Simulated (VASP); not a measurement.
Energy against volume of ZrC (rock salt). Calculation: MS2 meta-GGA, VASP's PBE PAW potentials (set 64) (plane waves; VASP).

```tsv
V (Å³/atom)	E (eV/atom)
12.182	-10.61771
12.570	-10.64654
12.959	-10.65566
13.348	-10.64782
13.737	-10.62537
```

Fit a third-order Birch-Murnaghan equation of state.

The volume per atom is 12.96 Å³/atom, the bulk modulus is 232 GPa and the pressure derivative of the bulk modulus comes out as 3.99. The lattice constant a is 4.698 Å.

Measured: a 4.696 Å (computed value off by +0.0 %), as given by Guo-Xu Zhang et al., New Journal of Physics (2018), doi:10.1088/1367-2630/aac7f0. The calculation is for a static lattice, while the measured a holds thermal and zero-point effects, which are part of the difference.

The compound is ZrC in the rock salt structure. It was relaxed first.
